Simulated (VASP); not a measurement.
Energy against volume of Mg₃Sb₂ (a-la2o3). Level of theory: vdW-DF2, VASP's PBE PAW potentials (set 64) (plane waves; VASP). Numerical set-up: 520 eV cut-off, 6×6×3 Γ-centred mesh, Gaussian smearing of 0.050 eV, potentials Mg Sb.

Shape and ions are relaxed at each volume.

```
V (Å³/atom)  E (eV/atom)
-----------  -----------
27.540          -0.92624
28.392          -0.92905
29.243          -0.92638
30.095          -0.91908
```

Problem. Fit these four points and predict the energy of the run at 26.688 Å³/atom.

Solution. A cubic in V^(−2/3), the third-order Birch-Murnaghan form, passes through the four points with V0 = 28.38 Å³/atom and B0 = 34 GPa, and gives -0.9169 eV/atom there. The run gave -0.9169 eV/atom, -0.0 meV/atom from the fit; all five points give B0 = 34 GPa.

The compound is Mg3Sb2 in the a-la2o3 structure. It was relaxed first, which changed the volume by +9 %.
